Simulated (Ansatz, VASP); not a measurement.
# Li4H3F (random rock-salt alloy of LiF and LiH): VASP beside Ansatz, part 2 of 3

One calculation is typed for both programs; each brings its own data sets. How far apart do they land? Of the first pair: The structure shown is the start of the Ansatz relaxation below; VASP solves that cell, so the two are compared at the walk's first step.

VASP 6.6.1 and Ansatz 0.2.0.

So far: Set-up; Ansatz: relaxation, PBE.

## Step 3: VASP: single point, PBE, start cell, pair 1

Level of this step: PBE; plane waves and PAW (Li_sv, H, F) (VASP).

The same cell, functional and mesh now go to VASP, with its own data sets.

Lines of VASP's logs that name or quote its potential files are left out, and so is its time.

Contents of INCAR:

```
SYSTEM = Li4H3F
PREC = Accurate
ENCUT = 650
EDIFF = 1E-06
NELM = 120
ISMEAR = 0
SIGMA = 0.01
LREAL = Auto
ALGO = Normal
GGA = PE
NBANDS = 136
LORBIT = 11
LWAVE = .FALSE.
LCHARG = .FALSE.
ISIF = 2
LASPH = .TRUE.
GGA_COMPAT = .FALSE.
EFERMI = MIDGAP
NCORE = 2
```

Contents of POSCAR:

```
Li4H3F
1.0
    8.1380000000      0.0000000000      0.0000000000
    0.0000000000      8.1380000000      0.0000000000
    0.0000000000      0.0000000000      8.1380000000
Li H F
32 24 8
Direct
    0.9993978865      0.0019046449      0.9993241583
    0.0005652494      0.2455640206      0.2497419513
    0.2507004178      0.0014008356      0.2470385844
    0.2531334480      0.2482550995      0.9954411403
    0.0031211600      0.9995944950      0.5019292209
    0.9940648808      0.2486974687      0.7447038584
    0.2445072499      0.9974932416      0.7500122880
    0.2511550750      0.2492627181      0.5043991153
    0.0028753994      0.5043376751      0.9979233227
    0.9996927992      0.7539321701      0.2497542394
    0.2495576309      0.4999385598      0.2535266650
    0.2472351929      0.7486851806      0.0016220202
    0.9987220447      0.4984517080      0.4966330794
    0.0012533792      0.7477390022      0.7517449005
    0.2463504547      0.5034898009      0.7474195134
    0.2503440649      0.7490783976      0.4965347751
    0.5034529368      0.0057753748      0.9998525436
    0.5001351683      0.2477512902      0.2493241583
    0.7544851315      0.0013516835      0.2476652740
    0.7543991153      0.2483779798      0.0019169329
    0.4994839027      0.9999139838      0.5008232981
    0.5005038093      0.2501105923      0.7479601868
    0.7474563775      0.0030351438      0.7546080118
    0.7435119194      0.2452322438      0.4998525436
    0.5002580487      0.4992750061      0.0017449005
    0.5006266896      0.7521872696      0.2464856230
    0.7486851806      0.4999508479      0.2501966085
    0.7502211846      0.7511550750      0.9988080609
    0.4994839027      0.5045957238      0.4992627181
    0.5002949128      0.7498279676      0.7481936594
    0.7494961907      0.5009461784      0.7506635537
    0.7467313836      0.7537232735      0.5010567707
    0.2476038339      0.9998156795      0.9974809536
    0.9976652740      0.9988695011      0.2547800442
    0.9976652740      0.2523593020      0.0004177931
    0.2515851561      0.9995699189      0.5011182109
    0.2500983043      0.2493118702      0.7511182109
    0.0015114279      0.9987343328      0.7448390268
    0.2485500123      0.4997911035      0.9963750307
    0.2522364217      0.7527279430      0.2522118457
    0.9938314082      0.5007987220      0.2507004178
    0.9998279676      0.7486974687      0.9973089211
    0.2493978865      0.4963996068      0.5017817646
    0.0016834603      0.4991152617      0.7527156550
    0.7468173999      0.9979847628      0.9972474810
    0.5005406734      0.9990046695      0.2474686655
    0.7498402556      0.0013762595      0.4987589088
    0.7436347997      0.2514131236      0.7491521258
    0.5014868518      0.9948758909      0.7485377243
    0.4950479233      0.2516097321      0.4999754239
    0.7537355616      0.4978250184      0.9974686655
    0.7469894323      0.7478250184      0.2526542148
    0.4995699189      0.4963381666      0.2498033915
    0.5021995576      0.7497911035      0.9987343328
    0.5014745638      0.4984271320      0.7486483165
    0.5002457606      0.7491398378      0.5008232981
    0.2468051118      0.2498648317      0.2485131482
    0.0010444827      0.2509338904      0.5017449005
    0.2499508479      0.7477021381      0.7530351438
    0.9990538216      0.7483656918      0.5010444827
    0.7474809536      0.2491152617      0.2508232981
    0.4972720570      0.2508724502      0.9978373065
    0.7494470386      0.5013516835      0.4947161465
    0.7504055050      0.7491644139      0.7490415335
```

Contents of KPOINTS:

```
Automatic mesh
0
Gamma
1 1 1
0 0 0
```

The projector-augmented-wave data sets are Li_sv, H and F (PBE family, release 64).

The run is started by

```bash
> mpirun -np 8 vasp_gam
```

Numbers of over 12 decimals in the logs are rounded to 6 here.

What it wrote:

```text
[banner, memory and clock lines left out]
running    8 mpi-ranks, on    1 nodes
[...]
LDA part: xc-table for (Slater+PW92), standard interpolation
 POSCAR, INCAR and KPOINTS ok, starting setup
[...]
entering main loop
       N       E                     dE             d eps       ncg     rms          rms(c)
DAV:   1     0.211216562590E+04    0.21122E+04   -0.97305E+04   288   0.172E+03
DAV:   2     0.100686333055E+03   -0.20115E+04   -0.17958E+04   328   0.470E+02
DAV:   3    -0.184824703679E+03   -0.28551E+03   -0.28204E+03   376   0.147E+02
DAV:   4    -0.227542726481E+03   -0.42718E+02   -0.42221E+02   464   0.508E+01
[...]
DAV:  14    -0.222370990901E+03    0.55364E-05   -0.59491E-05   360   0.241E-02    0.780E-03
DAV:  15    -0.222370991402E+03   -0.50081E-06   -0.17573E-05   352   0.124E-02    0.323E-03
DAV:  16    -0.222370991988E+03   -0.58588E-06   -0.93108E-07   160   0.397E-03
   1 F= -.22237099E+03 E0= -.22237099E+03  d E =0.000000E+00
```

OUTCAR, selected parts (step 3):

```text
  Total       -2.6360232     -3.4732215     -2.4258080      0.0348475     -0.1495903     -0.0143040
  in kB       -7.8362224    -10.3249988     -7.2113065      0.1035927     -0.4446937     -0.0425221
  external PRESSURE =      -8.4575092 kB  Pullay stress =       0.0000000 kB

 POSITION                                       TOTAL-FORCE (eV/Angst)
 -----------------------------------------------------------------------------------
      8.13310      0.01550      8.13250         0.060448     -0.016346     -0.048069
      0.00460      1.99840      2.03240         0.009902      0.149429      0.062019
      2.04020      0.01140      2.01040         0.024058      0.030830      0.052053
      2.06000      2.02030      8.10090        -0.106317      0.089848      0.060651
      0.02540      8.13470      4.08470        -0.067388     -0.023961     -0.007504
      8.08970      2.02390      6.06040         0.117577      0.064959      0.064361
      1.98980      8.11760      6.10360         0.140139     -0.002471      0.012355
      2.04390      2.02850      4.10480        -0.055613      0.019193     -0.086760
      0.02340      4.10430      8.12110        -0.064745     -0.135926      0.058401
      8.13550      6.13550      2.03250        -0.058085     -0.127129      0.102778
      2.03090      4.06850      2.06320        -0.008835     -0.095259     -0.094548
      2.01200      6.09280      0.01320         0.113841      0.016555     -0.090465
      8.12760      4.05640      4.04160        -0.107344      0.037652      0.021378
      0.01020      6.08510      6.11770        -0.056653      0.029506     -0.138071
[...]
-----------------------------------------------------------------------------------
    total drift:                                0.010387      0.013603      0.006758

  FREE ENERGIE OF THE ION-ELECTRON SYSTEM (eV)
  ---------------------------------------------------
  free  energy   TOTEN  =      -222.3709919881 eV

  energy  without entropy=     -222.3709919881  energy(sigma->0) =     -222.37099199

[... 3 further parts left out ...]
[key lines of the parts left out:]
E-fermi :   2.5278
```

The run ends at a pressure of -0.85 GPa, with forces up to 0.21 eV/Å.

## Step 4: Comparison

Known differences besides the potentials themselves: fixed occupations in Ansatz, narrow Gaussian smearing in VASP; the cutoff is 420 eV in Ansatz and 650 eV in VASP (PREC = Accurate, projectors in real space). Total energies have different zeros and are not compared.

Forces on 10 of the 64 atoms, those with the largest forces and the largest differences (eV/Å; atoms numbered as in POSCAR):

```
atom          Ansatz x, y, z            VASP x, y, z
 Li4    -0.101, 0.086, 0.064    -0.106, 0.090, 0.061
 Li8   -0.051, 0.016, -0.091   -0.056, 0.019, -0.087
Li17  -0.098, -0.144, -0.059  -0.093, -0.145, -0.059
Li20    -0.083, 0.149, 0.009    -0.088, 0.151, 0.013
Li23  -0.008, -0.136, -0.139  -0.005, -0.135, -0.140
Li24    0.100, 0.172, -0.072    0.100, 0.170, -0.073
Li32   0.114, -0.129, -0.005   0.117, -0.134, -0.004
 H38    -0.063, 0.043, 0.179    -0.063, 0.042, 0.178
 H52    0.052, 0.132, -0.113    0.052, 0.131, -0.112
 F63   -0.066, -0.065, 0.182   -0.065, -0.067, 0.181
```

The forces differ by 1.9 meV/Å r.m.s., which is 2.5 % of the r.m.s. force of 0.077 eV/Å (both taken over all components).

## Step 5: Ansatz: relaxation, PBE

This run makes the geometry at which the two programs are then compared. The cell compared in this pair holds 533.41 Å³, against 538.96 Å³ for the pair before.

The structure compared here is the end of the Ansatz relaxation.

Contents of input.yaml:

```yaml
crystal:
  lattice:
    - [8.138, 0.0, 0.0]
    - [0.0, 8.138, 0.0]
    - [0.0, 0.0, 8.138]
  atoms:
    - { symbol: Li, position: [0.9994, 0.0019, 0.99933] }
    - { symbol: H, position: [0.2476, 0.99982, 0.99748] }
    - { symbol: Li, position: [0.00057, 0.24557, 0.24974] }
    - { symbol: F, position: [0.2468, 0.24986, 0.24851] }
    - { symbol: Li, position: [0.2507, 0.0014, 0.24704] }
    - { symbol: H, position: [0.99766, 0.99887, 0.25478] }
    - { symbol: Li, position: [0.25313, 0.24826, 0.99544] }
    - { symbol: H, position: [0.99766, 0.25236, 0.00042] }
    - { symbol: Li, position: [0.00312, 0.99959, 0.50193] }
    - { symbol: H, position: [0.25158, 0.99957, 0.50112] }
    - { symbol: Li, position: [0.99406, 0.2487, 0.7447] }
    - { symbol: H, position: [0.2501, 0.24931, 0.75112] }
    - { symbol: Li, position: [0.24451, 0.99749, 0.75001] }
    - { symbol: H, position: [0.00151, 0.99873, 0.74484] }
    - { symbol: Li, position: [0.25115, 0.24926, 0.5044] }
    - { symbol: F, position: [0.00105, 0.25093, 0.50175] }
    - { symbol: Li, position: [0.00288, 0.50434, 0.99792] }
    - { symbol: H, position: [0.24855, 0.49979, 0.99638] }
    - { symbol: Li, position: [0.99969, 0.75393, 0.24975] }
    - { symbol: H, position: [0.25224, 0.75273, 0.25221] }
    - { symbol: Li, position: [0.24956, 0.49994, 0.25353] }
    - { symbol: H, position: [0.99383, 0.5008, 0.2507] }
    - { symbol: Li, position: [0.24723, 0.74868, 0.00162] }
    - { symbol: H, position: [0.99983, 0.7487, 0.99731] }
    - { symbol: Li, position: [0.99872, 0.49845, 0.49663] }
    - { symbol: H, position: [0.2494, 0.4964, 0.50178] }
    - { symbol: Li, position: [0.00125, 0.74774, 0.75175] }
    - { symbol: F, position: [0.24995, 0.7477, 0.75304] }
    - { symbol: Li, position: [0.24635, 0.50349, 0.74742] }
    - { symbol: H, position: [0.00168, 0.49912, 0.75271] }
    - { symbol: Li, position: [0.25035, 0.74908, 0.49653] }
    - { symbol: F, position: [0.99905, 0.74837, 0.50105] }
    - { symbol: Li, position: [0.50345, 0.00578, 0.99985] }
    - { symbol: H, position: [0.74682, 0.99799, 0.99725] }
    - { symbol: Li, position: [0.50014, 0.24775, 0.24932] }
    - { symbol: F, position: [0.74748, 0.24912, 0.25082] }
    - { symbol: Li, position: [0.75448, 0.00135, 0.24767] }
    - { symbol: H, position: [0.50054, 0.999, 0.24747] }
    - { symbol: Li, position: [0.7544, 0.24838, 0.00192] }
    - { symbol: F, position: [0.49727, 0.25087, 0.99784] }
    - { symbol: Li, position: [0.49949, 0.99992, 0.50082] }
    - { symbol: H, position: [0.74984, 0.00138, 0.49876] }
    - { symbol: Li, position: [0.5005, 0.25011, 0.74796] }
    - { symbol: H, position: [0.74364, 0.25141, 0.74915] }
    - { symbol: Li, position: [0.74746, 0.00303, 0.75461] }
    - { symbol: H, position: [0.50149, 0.99487, 0.74854] }
    - { symbol: Li, position: [0.74351, 0.24523, 0.49985] }
    - { symbol: H, position: [0.49505, 0.25161, 0.49997] }
    - { symbol: Li, position: [0.50026, 0.49927, 0.00174] }
    - { symbol: H, position: [0.75374, 0.49783, 0.99747] }
    - { symbol: Li, position: [0.50063, 0.75219, 0.24648] }
    - { symbol: H, position: [0.74699, 0.74782, 0.25265] }
    - { symbol: Li, position: [0.74869, 0.49995, 0.2502] }
    - { symbol: H, position: [0.49957, 0.49634, 0.2498] }
    - { symbol: Li, position: [0.75022, 0.75116, 0.99881] }
    - { symbol: H, position: [0.5022, 0.74979, 0.99873] }
    - { symbol: Li, position: [0.49948, 0.5046, 0.49926] }
    - { symbol: F, position: [0.74945, 0.50135, 0.49471] }
    - { symbol: Li, position: [0.50029, 0.74983, 0.74819] }
    - { symbol: F, position: [0.7504, 0.74917, 0.74904] }
    - { symbol: Li, position: [0.74949, 0.50095, 0.75066] }
    - { symbol: H, position: [0.50148, 0.49843, 0.74865] }
    - { symbol: Li, position: [0.74673, 0.75372, 0.50106] }
    - { symbol: H, position: [0.50025, 0.74914, 0.50082] }
kpoints:
  mp_grid: { grid: [1, 1, 1] }
hamiltonian:
  xc: pbe
scf:
  occupations: { method: fixed }
output:
  forces: true
relax:
  f_tol: 0.05
  max_steps: 150
  cell: {}
```

The run is started by

```bash
> ansatz run input.yaml --threads 4 --pin off --max-ram 8192MiB --backend cpu --events-out ev --progress --plain --runs-dir out
```

What it wrote:

```text
[...]
Crystal: 64 atoms, lattice volume = 538.956 Å³
Basis set: ecut = 420 eV, 10443 PW (Γ), exchange–correlation on 120×120×120 points (8 copies of the dense FFT grid, shifted against one another)
Bands: 152, of which v1, the nominal top of the filled ones, is band 88 counted from 1 (87 counted from 0)
Symmetry: 1 space group operations
[...]
k-points: 1
[...]
- { symbol: H, position: [0.500180, 0.500649, 0.248948] }
[...]
- { symbol: H, position: [0.499199, 0.749708, 1.002271] }
    - { symbol: Li, position: [0.500285, 0.499444, 0.499542] }
    - { symbol: F, position: [0.749163, 0.499971, 0.499311] }
    - { symbol: Li, position: [0.499342, 0.750287, 0.749437] }
    - { symbol: F, position: [0.748040, 0.750919, 0.750406] }
    - { symbol: Li, position: [0.748618, 0.500075, 0.750343] }
    - { symbol: H, position: [0.500286, 0.498389, 0.750491] }
    - { symbol: Li, position: [0.749346, 0.749528, 0.500278] }
    - { symbol: H, position: [0.499450, 0.749777, 0.498290] }
[key lines of the parts left out:]
P = ⅓ Tr σ = -0.0142 GPa (-0.142 kbar)
```

(Continued in part 3 of 3.)

[Lines on the potential files, build, host, timing and source positions are cut from VASP's logs without a mark.]

[Logs are printed without paths, hosts, clocks, repeated set-up lines and the standing remarks that a program may print on its own settings, such as how far it seeks lower states.]

[Hosts, paths, dates, database ids (printed as entryN), source tags and the programs' standing remarks are cut or masked in the printed files.]
